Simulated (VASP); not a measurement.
Calculation: PBEsol GGA, VASP's PBE PAW potentials (set 64) (plane waves; VASP 6.6.1).

A VASP calculation is set up with these files.

**INCAR**
```
SYSTEM = GaP
PREC = Accurate
ENCUT = 400
EDIFF = 1E-8
NELM = 100
ALGO = Normal
LREAL = .FALSE.
LASPH = .TRUE.
ISMEAR = 0
SIGMA = 0.01
GGA = PS
LMAXMIX = 4
LWAVE = .FALSE.
LCHARG = .FALSE.
IBRION = 8
NSW = 1
LEPSILON = .TRUE.
```

### KPOINTS
```
Automatic mesh
0
Gamma
8 8 8
0 0 0
```

### POSCAR
```
GaP
1
   -0.0000000000     2.7164457347     2.7164457347
    2.7164457347     0.0000000000     2.7164457347
    2.7164457347     2.7164457347     0.0000000000
Ga P
1 1
Direct
  0.0000000000   0.0000000000   0.0000000000
  0.2500000000   0.2500000000   0.2500000000
```

POTCAR, in this order: Ga_d P (PBE.64 set). Program: vasp_std.

The run wrote:

### OUTCAR
```
 ion  position               nearest neighbor table
   1  0.000  0.000  0.000-   2 2.35   2 2.35   2 2.35   2 2.35
   2  0.250  0.250  0.250-   1 2.35   1 2.35   1 2.35   1 2.35
  LATTYP: Found a face centered cubic cell.
 ALAT       =     5.4328914694
 Subroutine PRICEL returns:
 Original cell was already a primitive cell.
 Subroutine GETGRP returns: Found 24 space group operations
The static configuration has the point symmetry T_d .
The dynamic configuration has the point symmetry T_d .
 Subroutine INISYM returns: Found 24 space group operations
 Subroutine IBZKPT returns following result:
 Found     29 irreducible k-points:

 Following reciprocal coordinates:
            Coordinates               Weight
  0.000000  0.000000  0.000000      1.000000
  0.125000  0.000000  0.000000      8.000000
  0.250000  0.000000  0.000000      8.000000
  0.375000  0.000000  0.000000      8.000000
  0.500000  0.000000  0.000000      4.000000
  0.125000  0.125000  0.000000      6.000000
  0.250000  0.125000  0.000000     24.000000
  0.375000  0.125000  0.000000     24.000000
  0.500000  0.125000  0.000000     24.000000
 -0.375000  0.125000  0.000000     24.000000
 -0.250000  0.125000  0.000000     24.000000
 -0.125000  0.125000  0.000000     12.000000
  0.250000  0.250000  0.000000      6.000000
  0.375000  0.250000  0.000000     24.000000
  0.500000  0.250000  0.000000     24.000000
 -0.375000  0.250000  0.000000     24.000000
 -0.250000  0.250000  0.000000     12.000000
  0.375000  0.375000  0.000000      6.000000
  0.500000  0.375000  0.000000     24.000000
 -0.375000  0.375000  0.000000     12.000000
  0.500000  0.500000  0.000000      3.000000
  0.375000  0.250000  0.125000     24.000000
  0.500000  0.250000  0.125000     48.000000
 -0.375000  0.250000  0.125000     24.000000
  0.500000  0.375000  0.125000     24.000000
 -0.375000  0.375000  0.125000     48.000000
 -0.250000  0.375000  0.125000     24.000000
 -0.375000  0.500000  0.125000     12.000000
 -0.250000  0.500000  0.250000      6.000000
 Subroutine IBZKPT_HF returns following result:
   k-points           NKPTS =     29   k-points in BZ     NKDIM =     29   number of bands    NBANDS=     13
   number of dos      NEDOS =    301   number of ions     NIONS =      2
   total plane-waves  NPLWV =  21952
   dimension x,y,z NGX =    28 NGY =   28 NGZ =   28
   dimension x,y,z NGXF=    56 NGYF=   56 NGZF=   56
   ions per type =               1   1
   PREC   = accura    normal or accurate (medium, high low for compatibility)
   ISTART =      0    job   : 0-new  1-cont  2-samecut
   ICHARG =      2    charge: 1-file 2-atom 10-const
   ISPIN  =      1    spin polarized calculation?
   LNONCOLLINEAR =      F non collinear calculations
   LSORBIT =      F    spin-orbit coupling
   INIWAV =      1    electr: 0-lowe 1-rand  2-diag
   ENCUT  =  400.0 eV  29.40 Ry    5.42 a.u.   6.26  6.26  6.26*2*pi/ulx,y,z
   NELM   =    100;   NELMIN=  2; NELMDL= -5     # of ELM steps
   EDIFF  = 0.1E-07   stopping-criterion for ELM
   LREAL  =      F    real-space projection
   NLSPLINE    = F    spline interpolate recip. space projectors
   LMAXMIX     =    4 max onsite mixed and CHGCAR
   VOSKOWN=      0    Vosko Wilk Nusair interpolation
   EDIFFG = 0.1E-06   stopping-criterion for IOM
   NSW    =      1    number of steps for IOM
   NBLOCK =      1;   KBLOCK =      1    inner block; outer block
   IBRION =      8    ionic relax: 0-MD 1-quasi-New 2-CG
   NFREE  =      0    steps in history (QN), initial steepest desc. (CG)
   ISIF   =      2    stress and relaxation
   ISYM   =      2    0-nonsym 1-usesym 2-fastsym
   TEIN   =    0.0    initial temperature
   TEBEG  =    0.0;   TEEND  =   0.0 temperature during run
...
```

### OUTCAR
```


 HEAD OF MICROSCOPIC STATIC DIELECTRIC TENSOR (INDEPENDENT PARTICLE, excluding Hartree and local field effects)
 ------------------------------------------------------
          12.107427    -0.000000    -0.000000
          -0.000000    12.107427     0.000000
          -0.000000     0.000000    12.107427
 ------------------------------------------------------

 MACROSCOPIC STATIC DIELECTRIC TENSOR (including local field effects in DFT)
 ------------------------------------------------------
          11.477210    -0.000000    -0.000000
           0.000000    11.477210    -0.000000
           0.000000     0.000000    11.477210
 ------------------------------------------------------

 PIEZOELECTRIC TENSOR (including local field effects)  for field in x, y, z        (e  Angst)
          XX          YY          ZZ          XY          YZ          ZX
  --------------------------------------------------------------------------------
  x     0.00000     0.00000     0.00000     0.00000    -2.00528     0.00000
  y     0.00000     0.00000     0.00000     0.00000     0.00000    -2.00528
  z     0.00000     0.00000     0.00000    -2.00528     0.00000     0.00000

 PIEZOELECTRIC TENSOR (including local field effects)  for field in x, y, z        (C/m^2)
          XX          YY          ZZ          XY          YZ          ZX
  --------------------------------------------------------------------------------
  x     0.00000     0.00000     0.00000     0.00000    -0.80141     0.00000
  y     0.00000     0.00000     0.00000     0.00000     0.00000    -0.80141
  z     0.00000     0.00000     0.00000    -0.80141     0.00000     0.00000

 BORN EFFECTIVE CHARGES (including local field effects) (in |e|, cummulative output)
 ---------------------------------------------------------------------------------
 ion    1
    1     2.17823     0.00000     0.00000
    2     0.00000     2.17823     0.00000
    3     0.00000    -0.00000     2.17823
 ion    2
    1    -2.17823    -0.00000    -0.00000
    2     0.00000    -2.17823     0.00000
    3     0.00000     0.00000    -2.17823
```
(Selected blocks of OUTCAR.)

### OUTCAR
```
 val. band max:        4.6681351787   @ k =   0.0000   0.0000   0.0000

 cond. band min:       6.1647340481   @ k =   0.5000   0.5000   0.0000


 Fermi energy:         4.7851826132

 k-point     1 :       0.0000    0.0000    0.0000
  band No.  band energies     occupation
      1      -9.8884      2.00000
      2      -9.8884      2.00000
      3      -9.8884      2.00000
      4      -9.7845      2.00000
      5      -9.7845      2.00000
      6      -7.9299      2.00000
      7       4.6681      2.00000
      8       4.6681      2.00000
      9       4.6681      2.00000
     10       6.4981      0.00000
     11       8.4920      0.00000
     12       8.4920      0.00000
     13       8.4920      0.00000

 k-point     2 :       0.1250    0.0000    0.0000
  band No.  band energies     occupation
      1      -9.9029      2.00000
      2      -9.8834      2.00000
      3      -9.8834      2.00000
      4      -9.7846      2.00000
      5      -9.7846      2.00000
      6      -7.7235      2.00000
      7       3.0135      2.00000
      8       4.4309      2.00000
      9       4.4309      2.00000
     10       7.1040      0.00000
     11       8.8502      0.00000
     12       8.8502      0.00000
     13       9.0867      0.00000

 k-point     3 :       0.2500    0.0000    0.0000
  band No.  band energies     occupation
      1      -9.9349      2.00000
      2      -9.8730      2.00000
      3      -9.8730      2.00000
      4      -9.7834      2.00000
      5      -9.7834      2.00000
      6      -7.1379      2.00000
      7       0.7321      2.00000
      8       3.9877      2.00000
      9       3.9877      2.00000
     10       6.7767      0.00000
     11       9.3601      0.00000
     12       9.3601      0.00000
     13      10.9788      0.00000

 k-point     4 :       0.3750    0.0000    0.0000
  band No.  band energies     occupation
      1      -9.9632      2.00000
      2      -9.8651      2.00000
      3      -9.8651      2.00000
...
```

The dielectric response may not be converged in the k-mesh; for small gaps it tends to come out too large.

The compound is GaP in the zinc blende structure. It was relaxed first.
